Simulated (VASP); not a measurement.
Output of a VASP run:

File OSZICAR:
```
       N       E                     dE             d eps       ncg     rms          rms(c)
DAV:   1     0.948236584975E+02    0.94824E+02   -0.63888E+03   384   0.106E+03
DAV:   2     0.433675567391E+00   -0.94390E+02   -0.88152E+02   480   0.236E+02
DAV:   3    -0.538337768930E+01   -0.58171E+01   -0.57960E+01   504   0.565E+01
DAV:   4    -0.565457350134E+01   -0.27120E+00   -0.27096E+00   704   0.108E+01
DAV:   5    -0.565552159402E+01   -0.94809E-03   -0.94808E-03   492   0.698E-01    0.279E+00
DAV:   6    -0.556411504857E+01    0.91407E-01   -0.13223E-01   460   0.219E+00    0.203E+00
DAV:   7    -0.555805286111E+01    0.60622E-02   -0.13644E-01   476   0.204E+00    0.800E-01
DAV:   8    -0.556425909611E+01   -0.62062E-02   -0.14702E-02   500   0.877E-01    0.105E-01
DAV:   9    -0.556482289548E+01   -0.56380E-03   -0.10806E-03   504   0.207E-01    0.672E-02
DAV:  10    -0.556501344235E+01   -0.19055E-03   -0.19099E-04   452   0.981E-02    0.168E-02
DAV:  11    -0.556502677346E+01   -0.13331E-04   -0.28931E-05   488   0.338E-02    0.115E-02
DAV:  12    -0.556502837038E+01   -0.15969E-05   -0.46102E-06   448   0.164E-02    0.102E-02
DAV:  13    -0.556502878330E+01   -0.41292E-06   -0.11323E-06   356   0.661E-03
   1 F= -.55650288E+01 E0= -.55650288E+01  d E =-.556503E+01
```

OUTCAR:
```
------------------------ aborting loop because EDIFF is reached ----------------------------------------
  FORCE on cell =-STRESS in cart. coord.  units (eV):
  Direction    XX          YY          ZZ          XY          YZ          ZX
  --------------------------------------------------------------------------------------
  Total       -0.0030188     -0.0030188     -0.0030188      0.0000000      0.0000000     -0.0000000
  in kB       -0.0520893     -0.0520893     -0.0520893      0.0000000      0.0000000     -0.0000000
  external PRESSURE =      -0.0520893 kB  Pullay stress =       0.0000000 kB
  volume of cell :       92.85
      direct lattice vectors                 reciprocal lattice vectors
     0.000000000  3.594089870  3.594089870    -0.139117278  0.139117278  0.139117278
     3.594089870  0.000000000  3.594089870     0.139117278 -0.139117278  0.139117278
     3.594089870  3.594089870  0.000000000     0.139117278  0.139117278 -0.139117278
  FREE ENERGIE OF THE ION-ELECTRON SYSTEM (eV)
  ---------------------------------------------------
  free  energy   TOTEN  =        -5.5650287833 eV

  energy  without entropy=       -5.5650287833  energy(sigma->0) =       -5.56502878

 reached required accuracy - stopping structural energy minimisation
```
(Selected blocks of OUTCAR.)

POSCAR:
```
KI
1
    0.0000000000     3.5940898704     3.5940898704
    3.5940898704    -0.0000000000     3.5940898704
    3.5940898704     3.5940898704    -0.0000000000
K I
1 1
Direct
  0.0000000000   0.0000000000   0.0000000000
  0.5000000000   0.5000000000   0.5000000000
```

Q: Write an INCAR and KPOINTS that could have produced this output.

A: Several could match; the one computed here: the input of the run itself, PBE GGA, plane waves, VASP's PBE PAW potentials (set 64).

### KPOINTS
```
Automatic mesh
0
G
6 6 6
0 0 0
```

INCAR:
```
# general
SYSTEM  = KI
PREC    = Accurate
ENCUT   = 480
LREAL   = F
LASPH   = T

# electronic loop
EDIFF   = 1E-6
NELM    = 100
ALGO    = Normal
LMAXMIX = 4

# smearing
ISMEAR  = 0
SIGMA   = 0.05

# functional
GGA     = PE

# ions
IBRION  = 2
NSW     = 60
ISIF    = 3
EDIFFG  = -0.01

# output
LWAVE   = F
LCHARG  = F
```

POTCAR, in this order: K_sv I (PBE.64 set). Program: vasp_std.

The compound is KI in the rock salt structure. It was relaxed first, which changed the volume by +5 %. The start is the result of an earlier pass.
